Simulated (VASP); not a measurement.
Input for VASP

### INCAR
```
SYSTEM = KTaO3
PREC = Accurate
ENCUT = 520
EDIFF = 1E-7
NELM = 100
ALGO = Normal
LREAL = .FALSE.
LASPH = .TRUE.
ISMEAR = 0
SIGMA = 0.05
GGA = PE
LMAXMIX = 6
LWAVE = .FALSE.
LCHARG = .FALSE.
ISIF = 2
```

KPOINTS:
```
Automatic mesh
0
Gamma
 6 6 6
0 0 0
```

POSCAR:
```
KTaO3
1.0
  4.0687730207   0.0000000000   0.0000000000
  0.0000000000   4.0687730207   0.0000000000
  0.0000000000   0.0000000000   4.0687730207
K Ta O
1 1 3
Cart
  0.0000000000   0.0000000000   0.0000000000
  2.0343865104   2.0343865104   2.0343865104
  2.0343865104   0.0000000000   2.0343865104
  0.0000000000   2.0343865104   2.0343865104
  2.0343865104   2.0343865104   0.0000000000
```

POTCAR, in this order: K_sv Ta_pv O (PBE.64 set). Program: vasp_std.

Question: Write an equivalent input for Ansatz.

Answer: One equivalent input (not run):
Ansatz 0.2 input:
```yaml
crystal:
  lattice:
    - [4.0687730, 0.0000000, 0.0000000]
    - [0.0000000, 4.0687730, 0.0000000]
    - [0.0000000, 0.0000000, 4.0687730]
  atoms:
    - { symbol: K, position: [0.0000000, 0.0000000, 0.0000000] }
    - { symbol: Ta, position: [0.5000000, 0.5000000, 0.5000000] }
    - { symbol: O, position: [0.5000000, 0.0000000, 0.5000000] }
    - { symbol: O, position: [0.0000000, 0.5000000, 0.5000000] }
    - { symbol: O, position: [0.5000000, 0.5000000, 0.0000000] }
kpoints:
  mp_grid: { grid: [6, 6, 6] }
hamiltonian:
  xc: pbe
  pseudopotentials: { kind: paw }
scf:
  occupations: { method: gaussian, width: 0.05 }
  max_iter: 100
output: { forces: true, stress: true, eigenvalues: true }
```
The two are equivalent in intent, not identical: each code has its own PAW files, so the cut-off isn't converted (ENCUT is set for VASP's; basis.ecutwfc is left out, and Ansatz then takes the one that its files recommend); Ansatz stops its SCF on the density residual and VASP on the energy change (EDIFF).

The compound is KTaO3 in the cubic perovskite structure. This cell is one point of a volume scan, at 1.03 of the reference volume.
